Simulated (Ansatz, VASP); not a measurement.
# Cross-check of BaGeSe3 between VASP and Ansatz, part 2 of 3

One calculation is typed for both programs; each brings its own data sets. How far apart do they land? The cell is generated by rule, not measured, and may not be a known phase. The cell is taken from a series of runs on this material, whose earlier steps may have relaxed, scaled, displaced or heated it; both programs get it as it stands.

VASP 6.6.1 and Ansatz 0.2.0.

So far: Set-up; Ansatz: zone-centre phonons, LDA.

## (3) VASP: zone-centre phonons, LDA

Level of this step: LDA; plane waves and PAW (Ba_sv, Ge_d, Se); invented cell (VASP).

The same cell, functional (in two slightly different forms), mesh and smearing now go to VASP, with its own data sets.

Lines of VASP's logs that name or quote its potential files are left out, and so is its time.

The input, INCAR:

```
SYSTEM = BaGeSe3
PREC = Accurate
ENCUT = 500
EDIFF = 1E-08
NELM = 120
ISMEAR = 1
SIGMA = 0.15
LREAL = .FALSE.
ALGO = Normal
GGA = CA
NBANDS = 27
LORBIT = 11
LWAVE = .FALSE.
LCHARG = .FALSE.
ISIF = 2
IBRION = 8
LASPH = .TRUE.
GGA_COMPAT = .FALSE.
KPAR = 2
```

The input, POSCAR:

```
BaGeSe3
1.0
    5.1209474274      0.0000000000      0.0000000000
    0.0000000000      5.1209474274      0.0000000000
    0.0000000000      0.0000000000      4.9662366835
Ba Ge Se
1 1 3
Direct
    0.0000000000      0.0000000000      0.0000000000
    0.5000000000      0.5000000000      0.5000000000
    0.5000000000      0.5000000000      0.0000000000
    0.5000000000      0.0000000000      0.5000000000
    0.0000000000      0.5000000000      0.5000000000
```

The input, KPOINTS:

```
Automatic mesh
0
Gamma
6 6 6
0 0 0
```

PAW data sets: Ba_sv, Ge_d and Se (LDA family, release 64).

The run is started by

```bash
> mpirun -np 2 vasp_std
```

Log:

```text
[banner, memory and clock lines left out]
running    2 mpi-ranks, on    1 nodes
 distrk:  each k-point on    1 cores,    2 groups
 distr:  one band on    1 cores,    1 groups

 POSCAR found type information on POSCAR BaGeSe
 POSCAR found :  3 types and       5 ions
 LDA part: xc-table for (Slater(with rela. corr.)+CA(PZ))
 , standard interpolation
 POSCAR, INCAR and KPOINTS ok, starting setup
 FFT: planning ... GRIDC
 FFT: planning ... GRID_SOFT
 FFT: planning ... GRID
 WAVECAR not read
 entering main loop
       N       E                     dE             d eps       ncg     rms          rms(c)
DAV:   1     0.345146102682E+03    0.34515E+03   -0.18947E+04  2675   0.214E+03
DAV:   2     0.216055401371E+02   -0.32354E+03   -0.31350E+03  2507   0.572E+02
DAV:   3    -0.222118931749E+02   -0.43817E+02   -0.43108E+02  2676   0.133E+02
DAV:   4    -0.242495859495E+02   -0.20377E+01   -0.20182E+01  2633   0.320E+01
DAV:   5    -0.243229724992E+02   -0.73387E-01   -0.73288E-01  3468   0.558E+00    0.612E+00
DAV:   6    -0.239592214938E+02    0.36375E+00   -0.11555E+00  2747   0.834E+00    0.373E+00
DAV:   7    -0.239520736499E+02    0.71478E-02   -0.14494E-01  2663   0.188E+00    0.162E+00
DAV:   8    -0.239491071086E+02    0.29665E-02   -0.19603E-02  3041   0.138E+00    0.184E-01
DAV:   9    -0.239486705550E+02    0.43655E-03   -0.38573E-03  2815   0.584E-01    0.680E-02
DAV:  10    -0.239486481046E+02    0.22450E-04   -0.31676E-04  2745   0.968E-02    0.433E-02
DAV:  11    -0.239486637578E+02   -0.15653E-04   -0.68482E-05  2855   0.609E-02    0.151E-02
DAV:  12    -0.239486621863E+02    0.15716E-05   -0.23876E-05  2609   0.267E-02    0.475E-03
DAV:  13    -0.239486617942E+02    0.39208E-06   -0.25354E-06  2887   0.132E-02    0.245E-03
DAV:  14    -0.239486617076E+02    0.86609E-07   -0.53205E-07  2569   0.332E-03    0.964E-04
DAV:  15    -0.239486617155E+02   -0.79535E-08   -0.46851E-08  2629   0.131E-03
   1 F= -.23948662E+02 E0= -.23944953E+02  d E =-.111249E-01
 Linear response reoptimize wavefunctions to high precision
DAV:   1    -0.239486617163E+02   -0.81036E-09   -0.85308E-09  2207   0.546E-04
DAV:   2    -0.239486617164E+02   -0.50022E-10   -0.10609E-09  1461   0.182E-04
DAV:   3    -0.239486617164E+02    0.15461E-10   -0.15606E-10  1422   0.877E-05
 Linear response DOF=           9
 Linear response progress:
  Degree of freedom:   1/  9
       N       E                     dE             d eps       ncg     rms          rms(c)
RMM:   1    -0.201468074734E+00   -0.20147E+00    0.19641E-01  6473   0.177E+00
RMM:   2    -0.208218551872E+00   -0.67505E-02   -0.30097E-02  6928   0.436E-01    0.847E-02
RMM:   3    -0.209500554703E+00   -0.12820E-02   -0.28054E-03  7076   0.142E-01    0.637E-02
RMM:   4    -0.209809756025E+00   -0.30920E-03   -0.40836E-04  7005   0.736E-02    0.132E-02
RMM:   5    -0.209899042568E+00   -0.89287E-04   -0.58636E-05  7540   0.244E-02    0.103E-02
RMM:   6    -0.209969131053E+00   -0.70088E-04   -0.89210E-06  7633   0.986E-03    0.380E-03
RMM:   7    -0.210008382610E+00   -0.39252E-04   -0.15983E-06  7512   0.360E-03    0.854E-04
RMM:   8    -0.210005992580E+00    0.23900E-05   -0.88977E-07  7761   0.169E-03    0.397E-04
RMM:   9    -0.210007184092E+00   -0.11915E-05   -0.23561E-07  7922   0.844E-04    0.226E-04
RMM:  10    -0.210008739449E+00   -0.15554E-05   -0.19219E-07  7957   0.532E-04    0.379E-05
RMM:  11    -0.210008561071E+00    0.17838E-06   -0.11180E-07  8267   0.380E-04    0.346E-05
RMM:  12    -0.210008594105E+00   -0.33034E-07   -0.11965E-07  8339   0.318E-04    0.176E-05
RMM:  13    -0.210008697336E+00   -0.10323E-06   -0.11650E-07  8205   0.285E-04    0.726E-06
RMM:  14    -0.210008758289E+00   -0.60953E-07    0.46939E-09  7775   0.267E-04    0.363E-06
RMM:  15    -0.210008732800E+00    0.25489E-07   -0.12497E-07  7897   0.258E-04    0.363E-06
RMM:  16    -0.210008746885E+00   -0.14085E-07    0.83351E-08  7726   0.252E-04    0.118E-06
RMM:  17    -0.210008749702E+00   -0.28164E-08   -0.10893E-07  7783   0.249E-04    0.158E-06
RMM:  18    -0.210008745076E+00    0.46257E-08    0.86029E-08  7733   0.247E-04    0.171E-06
 first order change of Fermi-energy  -0.92070E-04
 force on displaced ion       1 direction 1 :  -1.150   0.000   0.000
 Linear response progress:
  Degree of freedom:   2/  9
       N       E                     dE             d eps       ncg     rms          rms(c)
RMM:   1    -0.199512804673E+00   -0.19951E+00    0.20128E-01  3979   0.177E+00
RMM:   2    -0.206319810708E+00   -0.68070E-02   -0.29818E-02  4276   0.418E-01    0.852E-02
RMM:   3    -0.207541766245E+00   -0.12220E-02   -0.26661E-03  4384   0.136E-01    0.629E-02
RMM:   4    -0.207823089665E+00   -0.28132E-03   -0.36694E-04  4318   0.710E-02    0.131E-02
RMM:   5    -0.207917170979E+00   -0.94081E-04   -0.50414E-05  4549   0.230E-02    0.975E-03
RMM:   6    -0.208010019648E+00   -0.92849E-04   -0.80807E-06  4643   0.101E-02    0.144E-03
[...]
N       E                     dE             d eps       ncg     rms          rms(c)
RMM:   1    -0.917686005570E-01   -0.91769E-01    0.45399E-02  7043   0.986E-01
RMM:   2    -0.901997121481E-01    0.15689E-02   -0.39747E-03  6628   0.216E-01    0.446E-02
RMM:   3    -0.904652610690E-01   -0.26555E-03   -0.44923E-04  6936   0.553E-02    0.261E-02
[...]
RMM:  15    -0.906131671359E-01    0.89031E-08    0.15040E-06  4756   0.150E-04    0.844E-07
RMM:  16    -0.906131712436E-01   -0.41077E-08    0.13251E-06  4733   0.148E-04    0.736E-07
RMM:  17    -0.906131690772E-01    0.21664E-08    0.15452E-06  4692   0.147E-04    0.681E-07
RMM:  18    -0.906131701428E-01   -0.10656E-08    0.12423E-06  4661   0.147E-04    0.659E-07
RMM:  19    -0.906131695158E-01    0.62693E-09    0.15362E-06  4606   0.146E-04    0.613E-07
RMM:  20    -0.906131691443E-01    0.37152E-09    0.12545E-06  4569   0.147E-04    0.581E-07
 first order change of Fermi-energy  -0.51183E-02
 force on displaced ion       3 direction 3 :   0.000   0.000  -3.911
 Linear response progress:
  Degree of freedom:   7/  9
       N       E                     dE             d eps       ncg     rms          rms(c)
RMM:   1    -0.922968720457E-01   -0.92297E-01    0.44665E-02  6968   0.977E-01
RMM:   2    -0.904930016698E-01    0.18039E-02   -0.40041E-03  6713   0.218E-01    0.475E-02
RMM:   3    -0.907439178959E-01   -0.25092E-03   -0.45333E-04  7160   0.519E-02    0.282E-02
RMM:   4    -0.910349787039E-01   -0.29106E-03   -0.12845E-04  7230   0.289E-02    0.837E-03
RMM:   5    -0.910483916724E-01   -0.13413E-04   -0.22625E-05  7675   0.976E-03    0.548E-03
RMM:   6    -0.910541530116E-01   -0.57613E-05   -0.48789E-06  7757   0.430E-03    0.235E-03
RMM:   7    -0.910576813010E-01   -0.35283E-05   -0.28905E-06  7754   0.193E-03    0.828E-04
RMM:   8    -0.910561065750E-01    0.15747E-05   -0.42819E-06  7902   0.108E-03    0.176E-04
RMM:   9    -0.910561364781E-01   -0.29903E-07    0.92646E-07  7979   0.579E-04    0.102E-04
RMM:  10    -0.910564659124E-01   -0.32943E-06   -0.32874E-06  8217   0.383E-04    0.930E-05
RMM:  11    -0.910564878164E-01   -0.21904E-07    0.10474E-07  8320   0.277E-04    0.310E-05
RMM:  12    -0.910565732820E-01   -0.85466E-07   -0.15890E-06  8283   0.233E-04    0.108E-05
RMM:  13    -0.910565199965E-01    0.53286E-07   -0.15073E-07  8264   0.201E-04    0.531E-06
RMM:  14    -0.910565470137E-01   -0.27017E-07   -0.92014E-07  8272   0.188E-04    0.231E-06
[...]
RMM:  20    -0.910565566838E-01    0.11188E-09   -0.32382E-07  7550   0.172E-04    0.122E-06
RMM:  21    -0.910565586650E-01   -0.19812E-08   -0.30901E-07  7481   0.172E-04    0.326E-07
RMM:  22    -0.910565576132E-01    0.10518E-08   -0.57409E-07  7353   0.172E-04    0.120E-06
RMM:  23    -0.910565585325E-01   -0.91930E-09   -0.30045E-07  7345   0.172E-04    0.428E-07
RMM:  24    -0.910565558694E-01    0.26630E-08   -0.52984E-07  7336   0.172E-04    0.123E-06
RMM:  25    -0.910565589616E-01   -0.30922E-08   -0.21544E-07  7326   0.172E-04    0.752E-07
RMM:  26    -0.910565589910E-01   -0.29377E-10   -0.45891E-07  7352   0.172E-04    0.141E-06
RMM:  27    -0.910565564827E-01    0.25083E-08    0.23685E-09  7354   0.172E-04    0.872E-07
 first order change of Fermi-energy  -0.13493E-03
 force on displaced ion       4 direction 1 :  -0.137   0.000   0.000
 Linear response progress:
  Degree of freedom:   8/  9
       N       E                     dE             d eps       ncg     rms          rms(c)
RMM:   1    -0.905078042525E-01   -0.90508E-01    0.81380E-02  7130   0.109E+00
RMM:   2    -0.901795820245E-01    0.32822E-03   -0.38164E-03  6489   0.230E-01    0.120E-01
RMM:   3    -0.904251574147E-01   -0.24558E-03   -0.53362E-04  6492   0.855E-02    0.619E-02
RMM:   4    -0.907185571214E-01   -0.29340E-03   -0.16299E-04  6890   0.450E-02    0.182E-02
RMM:   5    -0.907563021314E-01   -0.37745E-04   -0.13861E-05  7081   0.123E-02    0.786E-03
RMM:   6    -0.907869549078E-01   -0.30653E-04   -0.34363E-06  7226   0.692E-03    0.186E-03
RMM:   7    -0.907969863408E-01   -0.10031E-04   -0.94777E-07  7221   0.262E-03    0.958E-04
RMM:   8    -0.907973678724E-01   -0.38153E-06    0.34752E-07  7548   0.111E-03    0.221E-04
RMM:   9    -0.907971788639E-01    0.18901E-06   -0.95332E-07  7938   0.503E-04    0.593E-05
RMM:  10    -0.907974630259E-01   -0.28416E-06    0.29215E-08  7892   0.300E-04    0.176E-05
RMM:  11    -0.907975482642E-01   -0.85238E-07   -0.39858E-07  8320   0.219E-04    0.104E-05
RMM:  12    -0.907975693657E-01   -0.21101E-07    0.72371E-08  8320   0.184E-04    0.497E-06
RMM:  13    -0.907975831585E-01   -0.13793E-07   -0.15111E-07  8380   0.168E-04    0.284E-06
RMM:  14    -0.907975832782E-01   -0.11979E-09    0.11390E-07  7945   0.160E-04    0.169E-06
RMM:  15    -0.907975874944E-01   -0.42162E-08   -0.50342E-08  7829   0.157E-04    0.101E-06
 first order change of Fermi-energy   0.19060E-02
 force on displaced ion       4 direction 2 :   0.000  -1.550   0.000
 Linear response progress:
  Degree of freedom:   9/  9
       N       E                     dE             d eps       ncg     rms          rms(c)
RMM:   1    -0.913661610035E-01   -0.91366E-01    0.42397E-02  6970   0.973E-01
RMM:   2    -0.895866158897E-01    0.17795E-02   -0.40793E-03  6727   0.217E-01    0.459E-02
RMM:   3    -0.898627378601E-01   -0.27612E-03   -0.45138E-04  7034   0.531E-02    0.268E-02
RMM:   4    -0.901561562625E-01   -0.29342E-03   -0.13081E-04  6945   0.293E-02    0.897E-03
RMM:   5    -0.901784837267E-01   -0.22327E-04   -0.22013E-05  7578   0.101E-02    0.602E-03
RMM:   6    -0.901868328475E-01   -0.83491E-05   -0.43494E-06  7638   0.488E-03    0.230E-03
RMM:   7    -0.901910112422E-01   -0.41784E-05   -0.19841E-06  7721   0.209E-03    0.751E-04
RMM:   8    -0.901888679500E-01    0.21433E-05   -0.18811E-06  7978   0.106E-03    0.188E-04
RMM:   9    -0.901888965686E-01   -0.28619E-07   -0.98066E-07  8126   0.573E-04    0.915E-05
RMM:  10    -0.901892623402E-01   -0.36577E-06   -0.20474E-06  8142   0.370E-04    0.709E-05
RMM:  11    -0.901892840128E-01   -0.21673E-07   -0.35226E-07  8435   0.265E-04    0.285E-05
RMM:  12    -0.901893545835E-01   -0.70571E-07   -0.96893E-07  8216   0.221E-04    0.507E-06
RMM:  13    -0.901893308933E-01    0.23690E-07   -0.28079E-07  8424   0.192E-04    0.413E-06
RMM:  14    -0.901893444861E-01   -0.13593E-07   -0.56710E-07  8024   0.179E-04    0.236E-06
RMM:  15    -0.901893502469E-01   -0.57607E-08   -0.15740E-07  7892   0.172E-04    0.224E-06
RMM:  16    -0.901893500680E-01    0.17882E-09   -0.38171E-07  7657   0.168E-04    0.134E-06
RMM:  17    -0.901893580812E-01   -0.80132E-08   -0.59641E-08  7853   0.167E-04    0.546E-07
 first order change of Fermi-energy   0.10283E-02
 force on displaced ion       4 direction 3 :   0.000   0.000   0.083
 Linear response finished
```

(Part 2 of 3 ends here.)

[Lines on the potential files, build, host, timing and source positions are cut from VASP's logs without a mark.]

[Logs are printed without paths, hosts, clocks, repeated set-up lines and the standing remarks that a program may print on its own settings, such as how far it seeks lower states.]

[Hosts, paths, dates, database ids (printed as entryN), source tags and the programs' standing remarks are cut or masked in the printed files.]
